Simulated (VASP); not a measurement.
Here is the system:

```xyz
2
Lattice="4.0359 0.0000 0.0000 0.0000 4.0359 0.0000 0.0000 0.0000 4.0359" Properties=species:S:1:pos:R:3 pbc="T T T"
Cs     0.0000     0.0000     0.0000
Cl     2.0179     2.0179     2.0179
```

Computed with SCAN meta-GGA, VASP's PBE PAW potentials (set 64) (plane waves; VASP). Settings: 520 eV cut-off, 7×7×7 Γ-centred mesh, Gaussian smearing of 0.050 eV, potentials Cs_sv Cl.

Unless said otherwise, spin-orbit coupling is left out, though it shifts the bands of the heavy elements here.

Estimate the energy per atom (σ→0), pressure, band gap (on the k-mesh) with the smallest direct gap where there is one.

* **band gap (on the k-mesh)**: 5.83 eV
* **smallest direct gap (on the k-mesh)**: 5.83 eV
* **energy per atom (σ→0)**: -25.065 eV/atom
* **pressure**: 1.47 GPa

Only differences to runs with the same potentials and settings are physical.

The compound is CsCl in the CsCl type structure. This cell is one point of a volume scan, at 0.94 of the reference volume.
